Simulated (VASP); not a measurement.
All values below come from TPSS meta-GGA, VASP's PBE PAW potentials (set 64) (plane waves; VASP).

Input for VASP

**KPOINTS**
```
Automatic mesh
0
Gamma
4 4 4
0 0 0
```

File POSCAR:
```
CsSnI3
12.4774170
  0.4999999973   0.0000000000   0.0000000000
  0.0000000000   0.4999999973   0.0000000000
  0.0000000000   0.0000000000   0.4999999973
Cs Sn I
1 1 3
Direct
  0.0000000000   0.0000000000   0.0000000000
  0.5000000000   0.5000000000   0.5000000000
  0.5000000000   0.0000000000   0.5000000000
  0.0000000000   0.5000000000   0.5000000000
  0.5000000000   0.5000000000   0.0000000000
```

### INCAR
```
SYSTEM = CsSnI3
PREC = Accurate
ENCUT = 520
EDIFF = 1E-7
NELM = 100
ALGO = Normal
LREAL = .FALSE.
LASPH = .TRUE.
ISMEAR = 0
SIGMA = 0.05
METAGGA = TPSS
LMIXTAU = .TRUE.
LMAXMIX = 4
LWAVE = .FALSE.
LCHARG = .FALSE.
ISIF = 2
```

POTCAR, in this order: Cs_sv Sn_d I (PBE.64 set). Program: vasp_std.

Unless said otherwise, spin-orbit coupling is left out, though it shifts the bands of the heavy elements here.

Task: Estimate the energy per atom (σ→0), band gap (on the k-mesh).

Result: 
The energy per atom (σ→0) comes out as -10.779 eV/atom and the band gap (on the k-mesh) comes out as 0.47 eV.

### OSZICAR
```
...
DAV:  17    -0.538965671347E+02   -0.15125E-04   -0.14959E-05   596   0.392E-02    0.101E-02
DAV:  18    -0.538965701229E+02   -0.29882E-05   -0.87210E-06   540   0.191E-02    0.420E-03
DAV:  19    -0.538965759048E+02   -0.57820E-05   -0.99973E-06   536   0.246E-02    0.368E-03
DAV:  20    -0.538965768952E+02   -0.99037E-06   -0.34009E-07   544   0.559E-03    0.184E-03
DAV:  21    -0.538965767946E+02    0.10063E-06   -0.28768E-07   456   0.393E-03    0.596E-04
DAV:  22    -0.538965773794E+02   -0.58479E-06   -0.39136E-07   460   0.541E-03    0.542E-04
DAV:  23    -0.538965773833E+02   -0.38958E-08   -0.20177E-08   372   0.163E-03
   1 F= -.53896577E+02 E0= -.53896577E+02  d E =-.192668E-11
```

The compound is CsSnI3 in the cubic perovskite structure, the ideal cubic form; the compound distorts at low or room temperature. It was relaxed first.
